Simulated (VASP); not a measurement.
A run of VASP 6.6.1 is set up as follows.

File POSCAR:

```
SrTiO3
1.0
    3.9402048290      0.0000000000      0.0000000000
    0.0000000000      3.9402048290      0.0000000000
    0.0000000000      0.0000000000      3.9402048290
  Sr              Ti              O
     1     1     3
Direct
     0.5000000000000000    0.5000000000000000    0.5000000000000000
     0.0000000000000000    0.0000000000000000    0.0000000000000000
     0.5000000000000000    0.0000000000000000    0.0000000000000000
     0.0000000000000000    0.5000000000000000    0.0000000000000000
     0.0000000000000000    0.0000000000000000    0.5000000000000000
```

File INCAR.step1:

```
SYSTEM = SrTiO3
PREC = Accurate
ENCUT = 600
EDIFF = 1E-8
ISMEAR = 0
SIGMA = 0.03
LREAL = .FALSE.
LASPH = .TRUE.
NELM = 80
ALGO = Normal
ISIF = 3
LWAVE = .FALSE.
LCHARG = .FALSE.
GGA = PE
KPAR = 2
IBRION = 2
NSW = 40
EDIFFG = -0.002
```

File INCAR.step2:

```
SYSTEM = SrTiO3
PREC = Accurate
ENCUT = 600
EDIFF = 1E-8
ISMEAR = 0
SIGMA = 0.03
LREAL = .FALSE.
LASPH = .TRUE.
NELM = 80
ALGO = Normal
ISIF = 2
LWAVE = .FALSE.
LCHARG = .FALSE.
GGA = PE
KPAR = 2
IBRION = 6
NFREE = 2
POTIM = 0.015
NSW = 1
```

The input KPOINTS:

```
Automatic mesh
0
G
  8 8 8
  0 0 0
```

Potentials or basis: VASP PAW PBE potentials, release 64 (Sr_sv, Ti_sv, O).

Launch:

```sh
$ cat potpaw_PBE.64/Sr_sv/POTCAR potpaw_PBE.64/Ti_sv/POTCAR potpaw_PBE.64/O/POTCAR > POTCAR
$ cp INCAR.step1 INCAR
$ mpirun -np 2 vasp_std > vasp.out
$ cp CONTCAR POSCAR
$ cp INCAR.step2 INCAR
$ mpirun -np 2 vasp_std > vasp.out
```

Task: What does it give for the highest phonon frequency at Γ, LO-TO splitting left out?

Result: 510 cm⁻¹.

Task: What does it give for the most unstable mode?

Result: 129i cm⁻¹.

Phonon frequencies in cm⁻¹ (negative: imaginary):
```csv
q point,frequencies
"(0.000, 0.000, 0.000)",-129 -129 -129 0 0 0 146 146 146 233 233 233 510 510 510
```

Caveat: some modes are imaginary.
